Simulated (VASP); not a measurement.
# GaN: GW quasiparticle gap, part 4 of 5

How does the gap of GaN change from the starting functional to GW? The cell is of the zinc-blende type, one of the forms listed for this formula. The start is a computed cell from the Materials Project.

VASP 6.6.1, plane waves and PAW; the level of theory is named at each step.

So far, quasiparticle gap on the mesh (eV): step 3 (G0W0, functional PBE, start PBE, G0W0 on PBE) 2.83; step 7 (G0W0, functional HSE with 0.08 exact exchange, start HSE with 0.08 exact …) 3.03; step 10 (G0W0, functional HSE with 0.16 exact exchange, start HSE with 0.16 exact …) 3.22; step 13 (G0W0, functional HSE with 0.25 exact exchange, start HSE with 0.25 exact …) 3.44.

## Step 16: G0W0, functional HSE with 0.33 exact exchange, start HSE with 0.33 exact exchange

This step: G0W0 on HSE with 0.33 exact exchange; plane waves and PAW (Ga_d_GW, N_GW) (VASP 6.6.1).

One pass of GW corrects the levels to first order, with G and W from the starting orbitals.

File INCAR:

```
SYSTEM = GaN
PREC = Accurate
ENCUT = 450
ISMEAR = 0
SIGMA = 0.01
LREAL = .FALSE.
LHFCALC = .TRUE.
AEXX = 0.33
GGA = PE
LASPH = .TRUE.
NBANDS = 72
PRECFOCK = Fast
HFSCREEN = 0.2
ALGO = EVGW0
NELMGW = 1
ENCUTGW = 120
NOMEGA = 64
NBANDSGW = 24
LWAVE = .FALSE.
LCHARG = .FALSE.
```

File POSCAR:

```
GaN
1.0
    0.0000000000      2.2535006075      2.2535006075
    2.2535006075      0.0000000000      2.2535006075
    2.2535006075      2.2535006075      0.0000000000
Ga N
1 1
Direct
    0.0000000000      0.0000000000      0.0000000000
    0.2500000000      0.2500000000      0.2500000000
```

File KPOINTS:

```
Automatic mesh
0
Gamma
6 6 6
0 0 0
```

Potentials, in the order of the species: Ga_d_GW and N_GW (PBE family, release 64).

The run starts from files that an earlier step left in the folder.

The run is started by

```sh
> mpirun -np 8 vasp_std
```

Output:

```text
[banner, memory and clock lines left out]
running    8 mpi-ranks, on    1 nodes
[...]
[... a notice as in an earlier step ...]

 [... a notice as in an earlier step ...]

 LDA part: xc-table for (Slater+PW92), standard interpolation
 found WAVECAR, reading the header
 POSCAR, INCAR and KPOINTS ok, starting setup
[...]
reading WAVECAR
 the WAVECAR file was read successfully
 initial charge from wavefunction
 available memory per node:     73.89 GB, setting MAXMEM to     75664

 The Fermi energy was updated, please check that it is located mid-gap
 values below the HOMO (VB) or above the LUMO (CB) will cause erroneous energies
 E-fermi :   5.6982

 calculate exact exchange contribution
 the WAVEDER file was read successfully
energies w=
    0.000    0.000    0.586    0.000    1.171    0.000    1.753    0.000
    2.332    0.000    2.905    0.000    3.473    0.000    4.034    0.000
    4.588    0.000    5.134    0.000    5.673    0.000    6.205    0.000
[...]
total number of BLAS operations        255.92 Gflops
NQ=  12   -0.3333    0.3333    0.0000,
|.........|.........|.........|.........|.........|.........|.........|.........
 performed       7662000 updates of chi_q(r,r)
 total number of BLAS operations        281.84 Gflops
NQ=  13    0.5000    0.5000    0.0000,
|.........|.........|.........|.........|.........|.........|.........|.........
 performed       8065000 updates of chi_q(r,r)
 total number of BLAS operations        295.08 Gflops
NQ=  14    0.5000    0.3333    0.1667,
|.........|.........|.........|.........|.........|.........|.........|.........
 performed       9001000 updates of chi_q(r,r)
 total number of BLAS operations        326.72 Gflops
NQ=  15   -0.3333    0.3333    0.1667,
|.........|.........|.........|.........|.........|.........|.........|.........
 performed       9881000 updates of chi_q(r,r)
 total number of BLAS operations        357.41 Gflops
NQ=  16   -0.3333    0.5000    0.1667,
|.........|.........|.........|.........|.........|.........|.........|.........
 performed      10606000 updates of chi_q(r,r)
 total number of BLAS operations        387.49 Gflops
 resolving degeneracies of screened two electron integrals

 calculate QP shifts <psi_nk| G(iteration)W_0 |psi_nk>: iteration 1
 entering main loop
```

It took 3.3 min on 8 MPI ranks of AMD EPYC 7R43, shared host; peak memory 1.9 GiB; 24 min of CPU time.

From OUTCAR (step 16):

```text
 QP shifts <psi_nk| G(iteration)W_0 |psi_nk>: iteration 1
 for sc-GW calculations column KS-energies equals QP-energies in previous step
 and V_xc(KS)=  KS-energies - (<T + V_ion + V_H > + <T+V_H+V_ion>^1  + <V_x>^1)
 k-point   1 :       0.0000    0.0000    0.0000
  band No.  KS-energies  QP-energies   sigma(KS)   V_xc(KS)     V^pw_x(r,r')   Z            occupation Imag(sigma)
    ...
      6     -12.0135     -12.5116     -27.0879     -26.4492     -35.4044       0.7800       2.0000       0.1124
      7       3.9842       4.2440     -18.4137     -18.7355     -21.3109       0.8075       2.0000       0.0449
      8       3.9842       4.2440     -18.4137     -18.7355     -21.3109       0.8075       2.0000       0.0449
      9       3.9842       4.2440     -18.4137     -18.7355     -21.3109       0.8075       2.0000       0.0449
     10       7.4122       7.8668     -11.8902     -12.4341      -8.4423       0.8359       0.0000      -0.0481
     11      16.4552      16.7652      -9.9177     -10.2908      -5.2216       0.8309       0.0000      -0.0778
     12      16.4552      16.7652      -9.9177     -10.2908      -5.2216       0.8309       0.0000      -0.0778
     13      16.4552      16.7652      -9.9177     -10.2908      -5.2216       0.8309       0.0000      -0.0778
    ...

[... 2 parts as in an earlier step ...]

[... 1 further part left out ...]
[key lines of the parts left out:]
E-fermi :   5.6982
```

GW takes the gap from 3.428 to 3.623 eV. That is +796 meV against G0W0 on PBE. Spin-orbit coupling is left out. The value holds for 72 bands, ENCUTGW = 120 eV and this mesh, and isn't shown to be converged in them.

## Step 17: Another starting point, functional HSE with 0.42 exact exchange

This step: HSE with 0.42 exact exchange; plane waves and PAW (Ga_d_GW, N_GW) (VASP 6.6.1).

To see how much the result owes to its start, the ground state is made again with HSE with 0.42 exact exchange. A small SIGMA keeps every occupation at zero or full.

File INCAR:

```
SYSTEM = GaN
PREC = Accurate
ENCUT = 450
EDIFF = 1E-08
NELM = 100
ISMEAR = 0
SIGMA = 0.01
LREAL = .FALSE.
ALGO = Normal
LHFCALC = .TRUE.
AEXX = 0.42
GGA = PE
LASPH = .TRUE.
NBANDS = 15
PRECFOCK = Fast
LORBIT = 11
LWAVE = .TRUE.
LCHARG = .FALSE.
KPAR = 8
HFSCREEN = 0.2
```

POSCAR is that of step 16.

KPOINTS is that of step 16.

The run is started by

```sh
> mpirun -np 8 vasp_std
```

Output:

```text
[... set-up lines as in an earlier step ...]
 entering main loop
       N       E                     dE             d eps       ncg     rms          rms(c)
DAV:   1    -0.166460799565E+02   -0.16646E+02   -0.14657E+00   720   0.448E+01    0.110E+00
DAV:   2    -0.166427574004E+02    0.33226E-02   -0.17619E-01   716   0.118E+01    0.697E-01
DAV:   3    -0.166370979442E+02    0.56595E-02   -0.24718E-02   663   0.478E+00    0.370E-01
DAV:   4    -0.166360189589E+02    0.10790E-02   -0.26955E-03   669   0.757E-01    0.201E-01
[...]
DAV:  11    -0.166355230292E+02    0.47235E-06   -0.21065E-07   754   0.716E-03    0.398E-03
DAV:  12    -0.166355229230E+02    0.10623E-06   -0.65395E-08   620   0.370E-03    0.231E-03
DAV:  13    -0.166355229187E+02    0.42469E-08   -0.24444E-08   564   0.204E-03
   1 F= -.16635523E+02 E0= -.16635523E+02  d E =-.264499E-29
 writing wavefunctions
```

Wall time 4.4 min (8 MPI ranks); peak memory 1.6 GiB; 31 min of CPU time.

Parts of OUTCAR (step 17):

```text
 POSITION                                       TOTAL-FORCE (eV/Angst)
 -----------------------------------------------------------------------------------
      0.00000      0.00000      0.00000         0.000000      0.000000      0.000000
      1.12675      1.12675      1.12675        -0.000000     -0.000000     -0.000000
 -----------------------------------------------------------------------------------
    total drift:                                0.000014      0.000014      0.000014

  FREE ENERGIE OF THE ION-ELECTRON SYSTEM (eV)
  ---------------------------------------------------
  free  energy   TOTEN  =       -16.6355229187 eV

  energy  without entropy=      -16.6355229187  energy(sigma->0) =      -16.63552292

[... 2 parts as in an earlier step ...]

[... 1 further part left out ...]
[key lines of the parts left out:]
E-fermi :   3.7387
```

## Step 18: Empty bands, functional HSE with 0.42 exact exchange

ALGO = Exact makes the empty bands from the converged ground state in one step. LOPTICS writes the k-derivatives of the orbitals (WAVEDER), which give the long-wavelength limit of the screening.

File INCAR:

```
SYSTEM = GaN
PREC = Accurate
ENCUT = 450
ISMEAR = 0
SIGMA = 0.01
LREAL = .FALSE.
LHFCALC = .TRUE.
AEXX = 0.42
GGA = PE
LASPH = .TRUE.
NBANDS = 72
PRECFOCK = Fast
HFSCREEN = 0.2
ALGO = Exact
NELM = 1
LWAVE = .TRUE.
LCHARG = .FALSE.
LOPTICS = .TRUE.
NEDOS = 1000
CSHIFT = 0.1
```

POSCAR is that of step 17.

KPOINTS is that of step 17.

The WAVECAR or CHGCAR of an earlier step is read.

The run is started by

```sh
> mpirun -np 8 vasp_std
```

Output:

```text
[... set-up lines as in an earlier step ...]
 entering main loop
       N       E                     dE             d eps       ncg     rms          rms(c)
DIA:   1    -0.166355229743E+02   -0.16636E+02    0.00000E+00     0   0.000E+00
   1 F= -.16635523E+02 E0= -.16635523E+02  d E =-.305053E-97
 writing wavefunctions
 optical routines
 imaginary and real dielectric function
 recalculating local potential from charge density
 direction            1
 direction            2
 direction            3
```

It took 18 min on 8 MPI ranks; peak memory 1.7 GiB.

OUTCAR, selected parts (step 18):

```text
 POSITION                                       TOTAL-FORCE (eV/Angst)
 -----------------------------------------------------------------------------------
      0.00000      0.00000      0.00000        -0.000000     -0.000000     -0.000000
      1.12675      1.12675      1.12675         0.000000      0.000000      0.000000
 -----------------------------------------------------------------------------------
    total drift:                                0.000014      0.000014      0.000014

  FREE ENERGIE OF THE ION-ELECTRON SYSTEM (eV)
  ---------------------------------------------------
  free  energy   TOTEN  =       -16.6355229743 eV

  energy  without entropy=      -16.6355229743  energy(sigma->0) =      -16.63552297

[... 2 parts as in an earlier step ...]

[... 1 further part left out ...]
[key lines of the parts left out:]
E-fermi :   3.8088
```

## Step 19: G0W0, functional HSE with 0.42 exact exchange, start HSE with 0.42 exact exchange

This step: G0W0 on HSE with 0.42 exact exchange; plane waves and PAW (Ga_d_GW, N_GW) (VASP 6.6.1).

G0W0 keeps orbitals and screening fixed and shifts each of the lowest NBANDSGW levels once.

File INCAR:

```
SYSTEM = GaN
PREC = Accurate
ENCUT = 450
ISMEAR = 0
SIGMA = 0.01
LREAL = .FALSE.
LHFCALC = .TRUE.
AEXX = 0.42
GGA = PE
LASPH = .TRUE.
NBANDS = 72
PRECFOCK = Fast
HFSCREEN = 0.2
ALGO = EVGW0
NELMGW = 1
ENCUTGW = 120
NOMEGA = 64
NBANDSGW = 24
LWAVE = .FALSE.
LCHARG = .FALSE.
```

POSCAR is that of step 18.

KPOINTS is that of step 18.

The WAVECAR or CHGCAR of an earlier step is read.

The run is started by

```sh
> mpirun -np 8 vasp_std
```

Output:

```text
[banner, memory and clock lines left out]
running    8 mpi-ranks, on    1 nodes
[...]
[... a notice as in an earlier step ...]

 [... a notice as in an earlier step ...]

 LDA part: xc-table for (Slater+PW92), standard interpolation
 found WAVECAR, reading the header
 POSCAR, INCAR and KPOINTS ok, starting setup
[...]
reading WAVECAR
 the WAVECAR file was read successfully
 initial charge from wavefunction
 available memory per node:     78.81 GB, setting MAXMEM to     80696

 The Fermi energy was updated, please check that it is located mid-gap
 values below the HOMO (VB) or above the LUMO (CB) will cause erroneous energies
 E-fermi :   5.6276

 calculate exact exchange contribution
 the WAVEDER file was read successfully
energies w=
    0.000    0.000    0.647    0.000    1.293    0.000    1.937    0.000
    2.575    0.000    3.209    0.000    3.836    0.000    4.456    0.000
    5.067    0.000    5.671    0.000    6.267    0.000    6.854    0.000
[...]
total number of BLAS operations        255.92 Gflops
NQ=  12   -0.3333    0.3333    0.0000,
|.........|.........|.........|.........|.........|.........|.........|.........
 performed       7662000 updates of chi_q(r,r)
 total number of BLAS operations        281.84 Gflops
NQ=  13    0.5000    0.5000    0.0000,
|.........|.........|.........|.........|.........|.........|.........|.........
 performed       8065000 updates of chi_q(r,r)
 total number of BLAS operations        295.08 Gflops
NQ=  14    0.5000    0.3333    0.1667,
|.........|.........|.........|.........|.........|.........|.........|.........
 performed       9001000 updates of chi_q(r,r)
 total number of BLAS operations        326.72 Gflops
NQ=  15   -0.3333    0.3333    0.1667,
|.........|.........|.........|.........|.........|.........|.........|.........
 performed       9881000 updates of chi_q(r,r)
 total number of BLAS operations        357.41 Gflops
NQ=  16   -0.3333    0.5000    0.1667,
|.........|.........|.........|.........|.........|.........|.........|.........
 performed      10606000 updates of chi_q(r,r)
 total number of BLAS operations        387.49 Gflops
 resolving degeneracies of screened two electron integrals

 calculate QP shifts <psi_nk| G(iteration)W_0 |psi_nk>: iteration 1
 entering main loop
```

Elapsed: 2 min, on 8 MPI ranks; peak memory 1.9 GiB.

Parts of OUTCAR (step 19):

```text
 QP shifts <psi_nk| G(iteration)W_0 |psi_nk>: iteration 1
 for sc-GW calculations column KS-energies equals QP-energies in previous step
 and V_xc(KS)=  KS-energies - (<T + V_ion + V_H > + <T+V_H+V_ion>^1  + <V_x>^1)
 k-point   1 :       0.0000    0.0000    0.0000
  band No.  KS-energies  QP-energies   sigma(KS)   V_xc(KS)     V^pw_x(r,r')   Z            occupation Imag(sigma)
    ...
      6     -13.1057     -12.7897     -27.3316     -27.7315     -35.4620       0.7903       2.0000       0.1155
      7       3.6621       4.1438     -18.4456     -19.0354     -21.3061       0.8166       2.0000       0.0497
      8       3.6621       4.1438     -18.4456     -19.0354     -21.3061       0.8166       2.0000       0.0497
      9       3.6621       4.1438     -18.4456     -19.0354     -21.3061       0.8166       2.0000       0.0497
     10       7.5931       7.9666     -11.7260     -12.1694      -8.2835       0.8424       0.0000      -0.0493
     11      16.7445      16.9155      -9.7824      -9.9861      -5.1825       0.8393       0.0000      -0.0785
     12      16.7445      16.9155      -9.7824      -9.9861      -5.1825       0.8393       0.0000      -0.0785
     13      16.7445      16.9155      -9.7824      -9.9861      -5.1825       0.8393       0.0000      -0.0785
    ...

[... 2 parts as in an earlier step ...]

[... 1 further part left out ...]
[key lines of the parts left out:]
E-fermi :   5.6276
```

GW takes the gap from 3.931 to 3.823 eV. That is +996 meV against G0W0 on PBE. Spin-orbit coupling is left out. The value holds for 72 bands, ENCUTGW = 120 eV and this mesh, and isn't shown to be converged in them.

## Step 20: Another starting point, functional HSE with 0.50 exact exchange

This step: HSE with 0.50 exact exchange; plane waves and PAW (Ga_d_GW, N_GW) (VASP 6.6.1).

To see how much the result owes to its start, the ground state is made again with HSE with 0.50 exact exchange. EDIFF is tight for accurate orbitals, and a narrow smearing avoids fractional occupations.

File INCAR:

```
SYSTEM = GaN
PREC = Accurate
ENCUT = 450
EDIFF = 1E-08
NELM = 100
ISMEAR = 0
SIGMA = 0.01
LREAL = .FALSE.
ALGO = Normal
LHFCALC = .TRUE.
AEXX = 0.5
GGA = PE
LASPH = .TRUE.
NBANDS = 15
PRECFOCK = Fast
LORBIT = 11
LWAVE = .TRUE.
LCHARG = .FALSE.
KPAR = 8
HFSCREEN = 0.2
```

POSCAR is that of step 19.

KPOINTS is that of step 19.

The run is started by

```sh
> mpirun -np 8 vasp_std
```

Output:

```text
[... set-up lines as in an earlier step ...]
 entering main loop
       N       E                     dE             d eps       ncg     rms          rms(c)
DAV:   1    -0.175507957775E+02   -0.17551E+02   -0.20148E+00   720   0.533E+01    0.126E+00
DAV:   2    -0.175566018625E+02   -0.58061E-02   -0.23787E-01   702   0.127E+01    0.837E-01
DAV:   3    -0.175473205901E+02    0.92813E-02   -0.36234E-02   670   0.598E+00    0.449E-01
DAV:   4    -0.175455141573E+02    0.18064E-02   -0.47319E-03   669   0.107E+00    0.239E-01
[...]
DAV:  11    -0.175447624239E+02    0.37221E-06   -0.43425E-07   763   0.988E-03    0.444E-03
DAV:  12    -0.175447625153E+02   -0.91337E-07   -0.11000E-07   701   0.467E-03    0.261E-03
DAV:  13    -0.175447625175E+02   -0.22710E-08   -0.39066E-08   592   0.274E-03
   1 F= -.17544763E+02 E0= -.17544763E+02  d E =-.900912E-32
 writing wavefunctions
```

It took 3.3 min on 8 MPI ranks; peak memory 1.6 GiB.

From OUTCAR (step 20):

```text
 POSITION                                       TOTAL-FORCE (eV/Angst)
 -----------------------------------------------------------------------------------
      0.00000      0.00000      0.00000         0.000000      0.000000      0.000000
      1.12675      1.12675      1.12675        -0.000000     -0.000000     -0.000000
 -----------------------------------------------------------------------------------
    total drift:                                0.000016      0.000017      0.000016

  FREE ENERGIE OF THE ION-ELECTRON SYSTEM (eV)
  ---------------------------------------------------
  free  energy   TOTEN  =       -17.5447625175 eV

  energy  without entropy=      -17.5447625175  energy(sigma->0) =      -17.54476252

[... 2 parts as in an earlier step ...]

[... 1 further part left out ...]
[key lines of the parts left out:]
E-fermi :   3.4502
```

## Step 21: Empty bands, functional HSE with 0.50 exact exchange

ALGO = Exact makes the empty bands from the converged ground state in one step. LOPTICS writes the k-derivatives of the orbitals (WAVEDER), which give the long-wavelength limit of the screening.

File INCAR:

```
SYSTEM = GaN
PREC = Accurate
ENCUT = 450
ISMEAR = 0
SIGMA = 0.01
LREAL = .FALSE.
LHFCALC = .TRUE.
AEXX = 0.5
GGA = PE
LASPH = .TRUE.
NBANDS = 72
PRECFOCK = Fast
HFSCREEN = 0.2
ALGO = Exact
NELM = 1
LWAVE = .TRUE.
LCHARG = .FALSE.
LOPTICS = .TRUE.
NEDOS = 1000
CSHIFT = 0.1
```

POSCAR is that of step 20.

KPOINTS is that of step 20.

The WAVECAR or CHGCAR of an earlier step is read.

The run is started by

```sh
> mpirun -np 8 vasp_std
```

Output:

```text
[... set-up lines as in an earlier step ...]
 entering main loop
       N       E                     dE             d eps       ncg     rms          rms(c)
DIA:   1    -0.175447623742E+02   -0.17545E+02    0.00000E+00     0   0.000E+00
   1 F= -.17544762E+02 E0= -.17544762E+02  d E =-.118613E-27
 writing wavefunctions
 optical routines
 imaginary and real dielectric function
 recalculating local potential from charge density
 direction            1
 direction            2
 direction            3
```

Run time: 15 min. Hardware: 8 MPI ranks; peak memory 1.7 GiB.

OUTCAR, selected parts (step 21):

```text
 POSITION                                       TOTAL-FORCE (eV/Angst)
 -----------------------------------------------------------------------------------
      0.00000      0.00000      0.00000        -0.000000     -0.000000     -0.000000
      1.12675      1.12675      1.12675         0.000000      0.000000      0.000000
 -----------------------------------------------------------------------------------
    total drift:                                0.000010      0.000010      0.000010

  FREE ENERGIE OF THE ION-ELECTRON SYSTEM (eV)
  ---------------------------------------------------
  free  energy   TOTEN  =       -17.5447623742 eV

  energy  without entropy=      -17.5447623742  energy(sigma->0) =      -17.54476237

[... 2 parts as in an earlier step ...]

[... 1 further part left out ...]
[key lines of the parts left out:]
E-fermi :   3.4440
```

(Continued in part 5 of 5.)

[Lines on the potential files, build, host, timing and source positions are cut from VASP's logs without a mark.]

[Logs are printed without paths, hosts, clocks, repeated set-up lines and the standing remarks that a program may print on its own settings, such as how far it seeks lower states.]

[Hosts, paths, dates, database ids (printed as entryN), source tags and the programs' standing remarks are cut or masked in the printed files.]

[Pressures printed for these runs are not shown converged in the cutoff: they can be off by several GPa and have the wrong sign.]
